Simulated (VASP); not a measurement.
These are PBE GGA, VASP's PBE PAW potentials (set 64) (plane waves; VASP) values and carry that method's errors. Each cell was relaxed at this level.

Task: Which of these has an unstable (imaginary) mode at Γ?
A) ZnS, F-43m (216)
B) BaTiO3, P4mm (99)
C) CaSe, Fm-3m (225)
D) ZrN, Fm-3m (225)

Result: B, BaTiO3, P4mm (99). Its optical Γ-point modes are 136i (×2), 151, 163 (×2), 274, 293 (×2), 371, 450 (×2), 571 cm⁻¹.
